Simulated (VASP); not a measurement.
Wanted: the native input for a VASP 6.6.1 run.

```
Task                   : relaxation of cell and atoms
Functional             : PBE
Potentials or basis    : VASP PAW PBE potentials, release 64 (Ti_sv, Ru_pv, C)
Cutoff                 : 520 eV
k mesh                 : 5 × 5 × 3
Occupations            : gaussian, width 0.15 eV
Spin                   : no spin polarisation
Further INCAR settings : PREC = Normal; ALGO = Fast; EDIFF = 0.0001; IBRION = 2; EDIFFG = -0.08; NSW = 24; ISIF = 3
```

The structure of Ti2RuC3 lies in POSCAR:

```
Ti2RuC3
1.0
    3.2409560200      0.0000000000      0.0000000000
    0.0000000000      3.2409560200      0.0000000000
    0.0000000000      0.0000000000      7.1029792600
Ti Ru C
2 1 3
Direct
    0.0000000000      0.5000000000      0.7340000300
    0.5000000000      0.0000000000      0.2659999700
    0.0000000000      0.0000000000      0.0000000000
    0.5000000000      0.5000000000      0.0000000000
    0.0000000000      0.5000000000      0.3820000000
    0.5000000000      0.0000000000      0.6180000000
```

The cell was built by a generator and needn't be a form met in nature.

One way to write it, as run:

INCAR

```
  ALGO = Fast
  EDIFF = 1E-4
  EDIFFG = -0.08
  ENCUT = 520
  GGA = PE
  IBRION = 2
  ISIF = 3
  ISMEAR = 0
  LASPH = T
  LCHARG = F
  LREAL = F
  LWAVE = F
  NELM = 60
  NSW = 24
  PREC = Normal
  SIGMA = 0.15
```

KPOINTS

```
k-points
0
Gamma
  5 5 3
```

Potentials or basis: VASP PAW PBE potentials, release 64 (Ti_sv, Ru_pv, C).

The run is started by

```sh
$ cat potpaw_PBE.64/Ti_sv/POTCAR potpaw_PBE.64/Ru_pv/POTCAR potpaw_PBE.64/C/POTCAR > POTCAR
$ mpirun -np 1 vasp_std > vasp.out
```

It gave:

```
Relaxed volume                         : 10.90 Å³/atom
Relaxed cell                           : a = 2.950 Å, b = 2.950 Å, c = 7.519 Å, α = 90.00°, β = 90.00°, γ = 90.00°
Space group after relaxing (to 0.05 Å) : P-4m2 (No. 115)
Energy gained by relaxing              : 845.1 meV/atom
Ionic steps                            : 9
Pressure after relaxing                : 0.5 GPa
Largest force after relaxing           : 0.064 eV/Å
Band gap on the k mesh                 : none (metal or under the smearing width)
```

Caveat: the k mesh is coarse (spacing up to 0.39 Å⁻¹), so the values aren't converged; the relaxation stopped at a loose force limit of 0.08 eV/Å, so its end isn't a converged minimum.

Wall time 87 s on 1 thread of Intel(R) Xeon(R) 6975P-C (Granite Rapids) (shared host), peak memory 0.15 GiB.
